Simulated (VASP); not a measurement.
A VASP calculation is set up with these files.

### POSCAR
```
HfN
1
    0.0000000000     2.2203972791     2.2203972791
    2.2203972791     0.0000000000     2.2203972791
    2.2203972791     2.2203972791     0.0000000000
Hf N
1 1
Direct
  0.0000000000   0.0000000000   0.0000000000
  0.5000000000   0.5000000000   0.5000000000
```

### INCAR
```
SYSTEM = HfN
PREC = Accurate; ENCUT = 520; LREAL = .FALSE.
LASPH = .TRUE.
EDIFF = 1E-7; NELM = 100; ALGO = Normal
LMAXMIX = 6
ISMEAR = 1; SIGMA = 0.1
GGA = BO; LUSE_VDW = .TRUE.; AGGAC = 0.0
PARAM1 = 0.1833333333; PARAM2 = 0.22
ISIF = 2
LWAVE = .FALSE.; LCHARG = .FALSE.
```

KPOINTS:
```
Automatic mesh
0
Gamma
14 14 14
0 0 0
```

POTCAR, in this order: Hf_pv N (PBE.64 set). Program: vasp_std.

**Question.** Translate this optB88-vdW calculation to Quantum ESPRESSO's pw.x.

**Answer.** One equivalent input (not run):
```
&CONTROL
  calculation = 'scf'
  pseudo_dir = './pseudo'
  outdir = './out'
  tprnfor = .true.
  tstress = .true.
/
&SYSTEM
  ibrav = 0
  nat = 2
  ntyp = 2
  ecutwfc = 84
  occupations = 'smearing'
  smearing = 'methfessel-paxton'
  degauss = 0.00735
  input_dft = 'vdw-df-obk8'
/
&ELECTRONS
  conv_thr = 7.3e-09
  electron_maxstep = 100
/
ATOMIC_SPECIES
  Hf 178.490 Hf.upf
  N 14.007 N.upf
CELL_PARAMETERS angstrom
     0.0000000    2.2203973    2.2203973
     2.2203973    0.0000000    2.2203973
     2.2203973    2.2203973    0.0000000
ATOMIC_POSITIONS crystal
  Hf   0.0000000  0.0000000  0.0000000
  N    0.5000000  0.5000000  0.5000000
K_POINTS automatic
  14 14 14 0 0 0
```
The two are equivalent in intent, not identical: the potentials are each code's own (VASP's PAW set, PseudoDojo norm-conserving files in pw.x), so ENCUT and ecutwfc are chosen apart and not converted; conv_thr bounds pw.x's estimated SCF error, while EDIFF bounds the energy change between steps.

The compound is HfN in the rock salt structure. This cell is one point of a volume scan, at 0.94 of the reference volume.
